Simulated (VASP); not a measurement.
Input:

```
CELL_PARAMETERS angstrom
      2.80743     0.00000     0.00000
      0.00000     2.80743     0.00000
      0.00000     0.00000     2.80743
ATOMIC_POSITIONS crystal
  Ga 0.50000 0.50000 0.50000
  Co 0.00000 0.00000 0.00000
```

Method: r2SCAN+rVV10, VASP's PBE PAW potentials (set 64) (plane waves; VASP). Numerical set-up: 520 eV cut-off, 13×13×13 Γ-centred mesh, first-order Methfessel-Paxton smearing of 0.10 eV, potentials Ga_d Co.

Predict the energy per atom (σ→0), pressure, band gap (on the k-mesh) with the smallest direct gap where there is one.

The band gap (on the k-mesh) comes out as none (metal, semimetal or under 0.01 eV). The energy per atom (σ→0) is -12.241 eV/atom and the pressure comes out as 6.77 GPa.

The absolute energy has meaning only against runs of the same code, potentials and settings.

The compound is CoGa in the CsCl type structure. This cell is one point of a volume scan, at 0.97 of the reference volume. The run is not spin-polarised, so no magnetic state was tried.
